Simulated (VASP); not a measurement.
Calculation: HSE06 screened hybrid, VASP's PBE PAW potentials (set 64) (plane waves; VASP).

VASP ran on this input.

**INCAR**
```
SYSTEM = In31SnP32
PREC = Normal
ENCUT = 400
EDIFF = 1E-5
NELM = 50
ALGO = Normal
LREAL = Auto
LASPH = .TRUE.
ISMEAR = 0
SIGMA = 0.05
GGA = PE
LMAXMIX = 4
LWAVE = .FALSE.
LCHARG = .FALSE.
NELMIN = 4
ISYM = 0
NELECT = 256.0
HFSCREEN = 0.2
AEXX = 0.25
LHFCALC = .TRUE.
PRECFOCK = Fast
ISIF = 0
```

KPOINTS:
```
kpoints
0
Gamma
 1 1 1
0 0 0
```

### POSCAR
```
In31SnP32
1.0
 11.9995217336   0.0000000000   0.0000000000
  0.0000000000  11.9995217336   0.0000000000
  0.0000000000   0.0000000000  11.9995217336
In P Sn
31 32 1
direct
  0.4999146722   0.0002509371   0.0002884042
  0.7503373469   0.2495497156   0.0005916177
  0.7504536678   0.0002007440   0.2498392619
  0.9999545679   0.0000010272   0.9999319378
  0.2499464523   0.2496650293   0.0002279609
  0.4998410161   0.4999060583   0.0002471264
  0.7504000742   0.7504876770   0.9995823157
  0.2498052575   0.0002088237   0.2498932519
  0.4979151061   0.2493583396   0.2494387095
  0.7506758258   0.5024328983   0.2494754694
  0.4999426105   0.0000922983   0.4999180395
  0.7506119779   0.2493424938   0.5023812455
  0.7503745944   0.9997464245   0.7503986873
  0.9998430987   0.5000223603   0.0004515417
  0.2495744490   0.7505065051   0.0006543296
  0.9999199398   0.2497343677   0.2497356611
  0.2493382588   0.4977383285   0.2494229174
  0.5023906512   0.7507317480   0.2494149437
  0.9997805693   0.0000205002   0.5000084550
  0.2493040457   0.2493016651   0.4977854299
  0.7505898340   0.7506578109   0.4978712081
  0.2496091865   0.0003680562   0.7504326608
  0.5023428814   0.2493029755   0.7507117333
  0.7508435887   0.4974179723   0.7508780396
  0.0003154147   0.7505978531   0.2498206136
  0.0000664909   0.5000530940   0.4999011258
  0.2492702543   0.7507719529   0.5023902156
  0.0004848657   0.2495739036   0.7504325516
  0.2489948212   0.5025833801   0.7509792188
  0.4976440393   0.7508228563   0.7509472158
  0.9995781725   0.7505152488   0.7502296714
  0.6249119330   0.1255389914   0.1259434059
  0.8742615585   0.3750789423   0.1259414140
  0.8743293674   0.1257578412   0.3750808006
  0.1249583847   0.1249874006   0.1250319735
  0.3752076260   0.3750276818   0.1246432194
  0.6249991452   0.6250800651   0.1243011444
  0.8750470151   0.8750790553   0.1249880874
  0.3752534230   0.1245699366   0.3751165297
  0.6232521962   0.3768568071   0.3768726231
  0.8756988043   0.6251770124   0.3751409786
  0.6248942805   0.1242404721   0.6250009247
  0.8758722536   0.3748751231   0.6250778626
  0.8750091464   0.1248881209   0.8750932793
  0.1255534454   0.6248887217   0.1259423596
  0.3751439983   0.8745657299   0.1259683874
  0.1243873566   0.3750710020   0.3750988067
  0.3766626436   0.6233756385   0.3767316228
  0.6250606718   0.8756684665   0.3752196059
  0.1256202167   0.1254968643   0.6248696533
  0.3763062289   0.3765555692   0.6237301056
  0.6235540062   0.6234957147   0.6237884109
  0.8742365805   0.8744716066   0.6249251251
  0.3749998380   0.1256413287   0.8744930439
  0.6250793777   0.3747655525   0.8760215599
  0.8744472482   0.6250237252   0.8744231350
  0.1257129239   0.8746000448   0.3751440350
  0.1241255862   0.6251986334   0.6250432332
  0.3750510404   0.8757797927   0.6250392656
  0.1256348328   0.3749703115   0.8747860716
  0.3747903156   0.6252605861   0.8760454472
  0.6250119055   0.8746343331   0.8745281722
  0.1248985689   0.8750885022   0.8750886582
  0.4998163493   0.5000883811   0.5005044971
```

POTCAR, in this order: In P Sn (PBE.64 set). Program: vasp_gam. Read from the step before: WAVECAR.

The cell is charged, with a uniform compensating background. The supercell is sampled at Γ alone, which is coarse: total energies, pressure and levels can be off, energies of defects by several tenths of an eV.

### Question
Predict the energy per atom (σ→0).

### Answer

The energy per atom (σ→0) is -5.005 eV/atom.

### OSZICAR
```
...
DAV:   5    -0.320348688442E+03    0.55962E-02   -0.36563E-03   363   0.872E-02    0.149E+00
DAV:   6    -0.320346618267E+03    0.20702E-02   -0.83498E-04   371   0.456E-02    0.792E-01
DAV:   7    -0.320345848223E+03    0.77004E-03   -0.26979E-04   356   0.280E-02    0.416E-01
DAV:   8    -0.320345577437E+03    0.27079E-03   -0.10331E-04   364   0.181E-02    0.212E-01
DAV:   9    -0.320345487261E+03    0.90177E-04   -0.35272E-05   252   0.109E-02    0.108E-01
DAV:  10    -0.320345459489E+03    0.27771E-04   -0.16532E-05   236   0.809E-03    0.520E-02
DAV:  11    -0.320345452472E+03    0.70174E-05   -0.74794E-06   219   0.519E-03
   1 F= -.32034545E+03 E0= -.32034545E+03  d E =-.870773E-11
```

The cell is a supercell with a defect, built from InP (zinc blende): Sn_In, charge +1. The cell's shape comes from a PBE relaxation. The run is not spin-polarised, so no state with unpaired spins was tried.
